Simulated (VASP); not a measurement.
Output of a VASP run:

### OUTCAR
```
 ion  position               nearest neighbor table
   1  0.500  0.000  0.000-  32 1.56  45 1.57  53 1.57  61 1.57
   2  0.750  0.247  0.001-  43 1.56  33 1.57  54 1.58  32 1.62
   3  0.751  0.993  0.252-  48 1.53  38 1.55  34 1.59  32 1.60
   4  0.000  0.000  0.000-  35 1.57  38 1.57  43 1.57  62 1.57
   5  0.250  0.250  0.000-  36 1.55  35 1.57  53 1.57  59 1.57
   6  0.505  0.494  0.003-  54 1.54  36 1.55  37 1.56  60 1.63
   7  0.750  0.750  0.000-  38 1.57  55 1.57  61 1.57  37 1.60
   8  0.250  0.000  0.250-  35 1.57  45 1.57  56 1.57  39 1.58
   9  0.503  0.256  0.246-  36 1.52  32 1.52  39 1.61  63 2.60
  10  0.746  0.495  0.246-  33 1.52  37 1.58  40 1.62  63 2.59
  11  0.500  0.999  0.503-  39 1.55  41 1.55  58 1.55  48 1.58
  12  0.751  0.245  0.495-  34 1.49  41 1.54  42 1.62  63 2.63
  13  0.750  0.000  0.750-  43 1.57  52 1.57  61 1.57  41 1.59
  14  0.000  0.500  0.000-  33 1.56  44 1.57  55 1.57  59 1.57
  15  0.250  0.750  0.000-  44 1.57  45 1.57  60 1.57  62 1.57
  16  0.000  0.250  0.250-  34 1.55  35 1.57  46 1.57  33 1.61
  17  0.248  0.499  0.254-  46 1.54  47 1.56  44 1.58  36 1.63  63 2.56
  18  0.506  0.746  0.249-  37 1.47  48 1.56  45 1.61  47 1.61  63 2.54
  19  0.000  0.000  0.500-  49 1.57  52 1.57  56 1.57  34 1.62
  20  0.256  0.247  0.500-  50 1.57  39 1.58  49 1.58  46 1.60  63 2.57
  21  0.749  0.746  0.498-  48 1.57  52 1.60  40 1.62  51 1.62  63 2.52
  22  0.250  0.000  0.750-  49 1.57  53 1.57  58 1.57  62 1.57
  23  0.500  0.245  0.751-  53 1.55  41 1.58  54 1.59  50 1.60  63 2.60
  24  0.756  0.496  0.750-  42 1.51  55 1.56  54 1.58  51 1.60  63 2.59
  25  0.000  0.750  0.250-  40 1.53  38 1.57  44 1.57  56 1.57
  26  0.000  0.500  0.500-  40 1.55  46 1.57  57 1.57  42 1.59
  27  0.250  0.750  0.500-  56 1.57  57 1.57  58 1.57  47 1.59  63 2.53
  28  0.000  0.250  0.750-  42 1.55  43 1.57  49 1.57  59 1.57
  29  0.250  0.500  0.750-  57 1.57  59 1.57  60 1.57  50 1.59  63 2.54
  30  0.500  0.750  0.750-  51 1.54  58 1.57  60 1.57  61 1.57  63 2.52
  31  0.000  0.750  0.750-  52 1.57  55 1.57  57 1.57  62 1.57
  32  0.618  0.122  0.131-   9 1.52   1 1.56   3 1.60   2 1.62
  33  0.871  0.379  0.123-  10 1.52  14 1.56   2 1.57  16 1.61
  34  0.871  0.131  0.373-  12 1.49  16 1.55   3 1.59  19 1.62
  35  0.125  0.125  0.125-   4 1.57   5 1.57   8 1.57  16 1.57
  36  0.377  0.371  0.123-   9 1.52   5 1.55   6 1.55  17 1.63
  37  0.619  0.628  0.128-  18 1.47   6 1.56  10 1.58   7 1.60
  38  0.875  0.875  0.125-   3 1.55   4 1.57   7 1.57  25 1.57
  39  0.382  0.122  0.374-  11 1.55  20 1.58   8 1.58   9 1.61
  40  0.882  0.621  0.370-  25 1.53  26 1.55  21 1.62  10 1.62
  41  0.627  0.127  0.620-  12 1.54  11 1.55  23 1.58  13 1.59
  42  0.874  0.374  0.628-  24 1.51  28 1.55  26 1.59  12 1.62
  43  0.875  0.125  0.875-   2 1.56   4 1.57  13 1.57  28 1.57
  44  0.125  0.625  0.125-  14 1.57  15 1.57  25 1.57  17 1.58
  45  0.375  0.875  0.125-   1 1.57   8 1.57  15 1.57  18 1.61
  46  0.125  0.375  0.375-  17 1.54  16 1.57  26 1.57  20 1.60
  47  0.377  0.619  0.377-  63 1.51  17 1.56  27 1.59  18 1.61
  48  0.625  0.875  0.375-   3 1.53  18 1.56  21 1.57  11 1.58
  49  0.125  0.125  0.625-  19 1.57  22 1.57  28 1.57  20 1.58
  50  0.378  0.377  0.622-  63 1.54  20 1.57  29 1.59  23 1.60
  51  0.619  0.621  0.630-  63 1.52  30 1.54  24 1.60  21 1.62
  52  0.875  0.875  0.625-  13 1.57  19 1.57  31 1.57  21 1.60
  53  0.375  0.125  0.875-  23 1.55   5 1.57  22 1.57   1 1.57
  54  0.625  0.375  0.875-   6 1.54  24 1.58   2 1.58  23 1.59
  55  0.875  0.625  0.875-  24 1.56  14 1.57   7 1.57  31 1.57
  56  0.125  0.875  0.375-   8 1.57  19 1.57  25 1.57  27 1.57
  57  0.125  0.625  0.625-  26 1.57  27 1.57  29 1.57  31 1.57
  58  0.375  0.875  0.625-  11 1.55  22 1.57  27 1.57  30 1.57
  59  0.125  0.375  0.875-   5 1.57  14 1.57  28 1.57  29 1.57
  60  0.375  0.625  0.875-  15 1.57  29 1.57  30 1.57   6 1.63
  61  0.625  0.875  0.875-   1 1.57   7 1.57  13 1.57  30 1.57
  62  0.125  0.875  0.875-   4 1.57  15 1.57  22 1.57  31 1.57
  63  0.498  0.506  0.503-  47 1.51  51 1.52  50 1.54  21 2.52  30 2.52  27 2.53  29 2.54  18 2.54
                            17 2.56  20 2.57  10 2.59  24 2.59   9 2.60  23 2.60  12 2.63
 Subroutine IBZKPT returns following result:
 Found      1 irreducible k-points:

 Following reciprocal coordinates:
            Coordinates               Weight
  0.000000  0.000000  0.000000      1.000000
   k-points           NKPTS =      1   k-points in BZ     NKDIM =      1   number of bands    NBANDS=    160
   number of dos      NEDOS =    301   number of ions     NIONS =     63
   total plane-waves  NPLWV =  46656
   dimension x,y,z NGX =    36 NGY =   36 NGZ =   36
   dimension x,y,z NGXF=    72 NGYF=   72 NGZF=   72
   ions per type =              31  31   1
   PREC   = normal    normal or accurate (medium, high low for compatibility)
   ISTART =      0    job   : 0-new  1-cont  2-samecut
   ICHARG =      2    charge: 1-file 2-atom 10-const
...
```

File OSZICAR:
```
...
       N       E                     dE             d eps       ncg     rms          rms(c)
DAV:   1    -0.538484573929E+03   -0.17581E-02   -0.31741E-01   704   0.160E+00    0.121E-01
RMM:   2    -0.538484839423E+03   -0.26549E-03   -0.51122E-03   640   0.199E-01    0.619E-02
RMM:   3    -0.538484838289E+03    0.11335E-05   -0.82371E-04   644   0.730E-02    0.349E-02
RMM:   4    -0.538484841647E+03   -0.33578E-05   -0.15805E-04   638   0.291E-02    0.192E-02
RMM:   5    -0.538484844131E+03   -0.24835E-05   -0.22455E-05   425   0.126E-02
  11 F= -.53848484E+03 E0= -.53848484E+03  d E =-.346837E-01  mag=     2.0000
       N       E                     dE             d eps       ncg     rms          rms(c)
DAV:   1    -0.538489480215E+03   -0.46386E-02   -0.18827E+00   656   0.393E+00    0.296E-01
RMM:   2    -0.538491106457E+03   -0.16262E-02   -0.30828E-02   640   0.487E-01    0.148E-01
RMM:   3    -0.538491093219E+03    0.13238E-04   -0.46676E-03   644   0.177E-01    0.833E-02
RMM:   4    -0.538491113211E+03   -0.19992E-04   -0.90689E-04   648   0.691E-02    0.414E-02
RMM:   5    -0.538491126747E+03   -0.13536E-04   -0.13536E-04   609   0.301E-02    0.222E-02
RMM:   6    -0.538491128938E+03   -0.21914E-05   -0.34762E-05   449   0.123E-02
  12 F= -.53849113E+03 E0= -.53849113E+03  d E =-.628481E-02  mag=     2.0000
       N       E                     dE             d eps       ncg     rms          rms(c)
DAV:   1    -0.538491981374E+03   -0.85463E-03   -0.13691E-01   688   0.106E+00    0.791E-02
RMM:   2    -0.538492096106E+03   -0.11473E-03   -0.22298E-03   640   0.131E-01    0.399E-02
RMM:   3    -0.538492093576E+03    0.25307E-05   -0.33717E-04   644   0.476E-02    0.226E-02
RMM:   4    -0.538492094557E+03   -0.98170E-06   -0.65872E-05   536   0.190E-02
  13 F= -.53849209E+03 E0= -.53849209E+03  d E =-.725043E-02  mag=     2.0000
       N       E                     dE             d eps       ncg     rms          rms(c)
DAV:   1    -0.538493025562E+03   -0.93199E-03   -0.35534E-01   688   0.169E+00    0.119E-01
RMM:   2    -0.538493384127E+03   -0.35857E-03   -0.58411E-03   640   0.212E-01    0.627E-02
RMM:   3    -0.538493372231E+03    0.11896E-04   -0.78864E-04   643   0.748E-02    0.336E-02
RMM:   4    -0.538493370106E+03    0.21255E-05   -0.15514E-04   644   0.296E-02    0.128E-02
RMM:   5    -0.538493372366E+03   -0.22608E-05   -0.23868E-05   425   0.118E-02
  14 F= -.53849337E+03 E0= -.53849337E+03  d E =-.127781E-02  mag=     2.0000
       N       E                     dE             d eps       ncg     rms          rms(c)
DAV:   1    -0.538493411542E+03   -0.41436E-04   -0.93423E-03   752   0.275E-01    0.190E-02
RMM:   2    -0.538493419787E+03   -0.82452E-05   -0.14683E-04   640   0.336E-02    0.995E-03
RMM:   3    -0.538493419139E+03    0.64797E-06   -0.19514E-05   409   0.118E-02    0.543E-03
RMM:   4    -0.538493418981E+03    0.15740E-06   -0.30937E-06   370   0.429E-03
  15 F= -.53849342E+03 E0= -.53849342E+03  d E =-.132442E-02  mag=     2.0000
       N       E                     dE             d eps       ncg     rms          rms(c)
DAV:   1    -0.538493593364E+03   -0.17423E-03   -0.41689E-02   696   0.578E-01    0.451E-02
RMM:   2    -0.538493644662E+03   -0.51298E-04   -0.76019E-04   640   0.770E-02    0.232E-02
RMM:   3    -0.538493644872E+03   -0.21052E-06   -0.97960E-05   621   0.266E-02    0.136E-02
RMM:   4    -0.538493644037E+03    0.83514E-06   -0.20101E-05   411   0.107E-02
  16 F= -.53849364E+03 E0= -.53849364E+03  d E =-.225056E-03  mag=     2.0000
```

**OUTCAR**
```
------------------------ aborting loop because EDIFF is reached ----------------------------------------
  FORCE on cell =-STRESS in cart. coord.  units (eV):
  Direction    XX          YY          ZZ          XY          YZ          ZX
  --------------------------------------------------------------------------------------
  Total       -3.8847763     -3.8707622     -3.8853572     10.1631201    -10.1620747     10.1641209
  in kB      -16.3404119    -16.2814649    -16.3428552     42.7488114    -42.7444138     42.7530207
  external PRESSURE =     -16.3215773 kB  Pullay stress =       0.0000000 kB
  volume of cell :      380.90
      direct lattice vectors                 reciprocal lattice vectors
     7.248884826  0.000000000  0.000000000     0.137952254  0.000000000  0.000000000
     0.000000000  7.248884826  0.000000000     0.000000000  0.137952254  0.000000000
     0.000000000  0.000000000  7.248884826     0.000000000  0.000000000  0.137952254
  FREE ENERGIE OF THE ION-ELECTRON SYSTEM (eV)
  ---------------------------------------------------
  free  energy   TOTEN  =      -538.4936440373 eV

  energy  without entropy=     -538.4936440373  energy(sigma->0) =     -538.49364404

 total charge

# of ion       s       p       d       tot
------------------------------------------
    1        0.674   1.355   0.000   2.029
    2        0.671   1.349   0.000   2.020
    3        0.671   1.349   0.000   2.020
    4        0.674   1.360   0.000   2.034
    5        0.677   1.371   0.000   2.049
    6        0.672   1.352   0.000   2.023
    7        0.677   1.371   0.000   2.048
    8        0.677   1.371   0.000   2.048
    9        0.678   1.329   0.000   2.007
   10        0.678   1.329   0.000   2.007
   11        0.672   1.351   0.000   2.023
   12        0.678   1.329   0.000   2.007
   13        0.677   1.371   0.000   2.049
   14        0.674   1.354   0.000   2.028
   15        0.672   1.353   0.000   2.025
   16        0.671   1.349   0.000   2.020
   17        0.676   1.368   0.000   2.043
   18        0.676   1.368   0.000   2.043
   19        0.674   1.355   0.000   2.029
   20        0.676   1.368   0.000   2.043
   21        0.676   1.368   0.000   2.043
   22        0.672   1.353   0.000   2.025
   23        0.676   1.368   0.000   2.043
   24        0.676   1.368   0.000   2.044
   25        0.677   1.371   0.000   2.048
   26        0.672   1.352   0.000   2.023
   27        0.667   1.335   0.000   2.002
   28        0.677   1.371   0.000   2.048
   29        0.667   1.335   0.000   2.002
   30        0.667   1.335   0.000   2.002
   31        0.672   1.353   0.000   2.025
   32        1.221   2.694   0.000   3.915
   33        1.221   2.694   0.000   3.915
   34        1.221   2.694   0.000   3.915
   35        1.221   2.714   0.000   3.935
   36        1.226   2.715   0.000   3.941
   37        1.226   2.715   0.000   3.941
   38        1.221   2.714   0.000   3.935
   39        1.226   2.715   0.000   3.941
   40        1.226   2.715   0.000   3.941
   41        1.226   2.715   0.000   3.941
   42        1.226   2.715   0.000   3.941
   43        1.221   2.714   0.000   3.935
   44        1.223   2.727   0.000   3.950
   45        1.223   2.727   0.000   3.950
   46        1.221   2.713   0.000   3.934
   47        1.228   2.704   0.000   3.932
   48        1.221   2.713   0.000   3.934
...
```
(Selected blocks of OUTCAR.)

POSCAR:
```
B31N31Si
1
    7.2488848260     0.0000000000     0.0000000000
    0.0000000000     7.2488848260     0.0000000000
   -0.0000000000    -0.0000000000     7.2488848260
B N Si
31 31 1
Direct
  0.5000000000   0.0000000000   0.0000000000
  0.7501810000   0.2474870000   0.0005420000
  0.7505380000  -0.0068340000   0.2523950000
  0.0000000000   0.0000000000   0.0000000000
  0.2500000000   0.2500000000   0.0000000000
  0.5053600000   0.4942370000   0.0034100000
  0.7500000000   0.7500000000   0.0000000000
  0.2500000000   0.0000000000   0.2500000000
  0.5032540000   0.2561370000   0.2455100000
  0.7460220000   0.4949170000   0.2459710000
  0.5000320000  -0.0006070000   0.5032430000
  0.7505290000   0.2447490000   0.4952010000
  0.7500000000   0.0000000000   0.7500000000
  0.0000000000   0.5000000000   0.0000000000
  0.2500000000   0.7500000000   0.0000000000
  0.0000000000   0.2500000000   0.2500000000
  0.2479820000   0.4991580000   0.2538110000
  0.5064820000   0.7463620000   0.2485160000
  0.0000000000   0.0000000000   0.5000000000
  0.2558880000   0.2472630000   0.4996420000
  0.7487930000   0.7459130000   0.4978830000
  0.2500000000   0.0000000000   0.7500000000
  0.4996450000   0.2451930000   0.7507210000
  0.7563360000   0.4957910000   0.7502290000
  0.0000000000   0.7500000000   0.2500000000
  0.0000000000   0.5000000000   0.5000000000
  0.2500000000   0.7500000000   0.5000000000
  0.0000000000   0.2500000000   0.7500000000
  0.2500000000   0.5000000000   0.7500000000
  0.5000000000   0.7500000000   0.7500000000
  0.0000000000   0.7500000000   0.7500000000
  0.6181960000   0.1223680000   0.1313290000
  0.8711450000   0.3792390000   0.1228180000
  0.8709890000   0.1309830000   0.3732610000
  0.1250000000   0.1250000000   0.1250000000
  0.3771720000   0.3706020000   0.1225390000
  0.6189470000   0.6282020000   0.1283540000
  0.8750000000   0.8750000000   0.1250000000
  0.3818990000   0.1220660000   0.3744720000
  0.8818560000   0.6214960000   0.3696070000
  0.6266730000   0.1266750000   0.6201610000
  0.8743110000   0.3740190000   0.6282320000
  0.8750000000   0.1250000000   0.8750000000
  0.1250000000   0.6250000000   0.1250000000
  0.3750000000   0.8750000000   0.1250000000
  0.1250000000   0.3750000000   0.3750000000
  0.3767800000   0.6194400000   0.3770970000
  0.6250000000   0.8750000000   0.3750000000
  0.1250000000   0.1250000000   0.6250000000
  0.3783240000   0.3770840000   0.6217860000
  0.6191390000   0.6209370000   0.6303710000
  0.8750000000   0.8750000000   0.6250000000
  0.3750000000   0.1250000000   0.8750000000
  0.6250000000   0.3750000000   0.8750000000
  0.8750000000   0.6250000000   0.8750000000
  0.1250000000   0.8750000000   0.3750000000
  0.1250000000   0.6250000000   0.6250000000
  0.3750000000   0.8750000000   0.6250000000
  0.1250000000   0.3750000000   0.8750000000
  0.3750000000   0.6250000000   0.8750000000
  0.6250000000   0.8750000000   0.8750000000
  0.1250000000   0.8750000000   0.8750000000
  0.4984680000   0.5056050000   0.5031930000
```

Question: Reconstruct the remaining input files.

Answer: One answer among several that fit: the input of the run itself, PBE GGA, plane waves, VASP's PBE PAW potentials (set 64).

**KPOINTS**
```
Automatic mesh
0
Gamma
1 1 1
0 0 0
```

### INCAR
```
! general
SYSTEM =B31N31Si
PREC   =Normal
ENCUT  =400   ! plane-wave cut-off (eV)
LREAL  =Auto
LASPH  =.True.   ! aspherical one-centre terms
ISYM   =0

! electronic loop
EDIFF  =1E-5
NELM   =100   ! most electronic steps
NELMIN =4
ALGO   =Fast   ! Davidson, then RMM-DIIS

! smearing
ISMEAR =0
SIGMA  =0.05

! functional
GGA    =PE   ! PBE

! spin
ISPIN  =2
MAGMOM =63*0.0317
NUPDOWN=2

! ions
IBRION =2   ! conjugate gradients
NSW    =70
ISIF   =2
EDIFFG =-0.03   ! ionic stop

! output
LWAVE  =.True.
LCHARG =.False.
LORBIT =10
```

POTCAR, in this order: B N Si (PBE.64 set). Program: vasp_gam.

At this cut-off the stress carries a Pulay error, which pulls relaxed volumes low. The supercell is sampled at Γ alone, which is coarse: total energies, pressure and levels can be off, energies of defects by several tenths of an eV.

The cell is a supercell with a defect, built from BN (zinc blende): Si_B-vac_N.
